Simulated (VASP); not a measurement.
**Au (space group Im-3m): computed properties**

All values below come from LDA (Ceperley-Alder, Perdew-Zunger), VASP's LDA PAW potentials (set 64) (plane waves; VASP).

```yaml
space_group: Im-3m (229)
cell: a = b = c = 3.215 Å, α = β = γ = 90.00°
volume_per_atom: 16.62 Å³/atom
band gap (over mesh and band path): none (metal, semimetal or under 0.01 eV)
density: 19.68 g/cm³
```

```
Au
1.0
   -1.60764     1.60764     1.60764
    1.60764    -1.60764     1.60764
    1.60764     1.60764    -1.60764
Au
1
Cartesian
  0.00000   0.00000   0.00000
```

Unless said otherwise, spin-orbit coupling is left out, though it shifts the bands of the heavy elements here.

The structure comes from a computed database's Au entry (Im-3m); how it stands against other phases isn't given here. It was relaxed first, which changed the volume by -9 %. Symmetry was kept, so distortions that lower it aren't found.
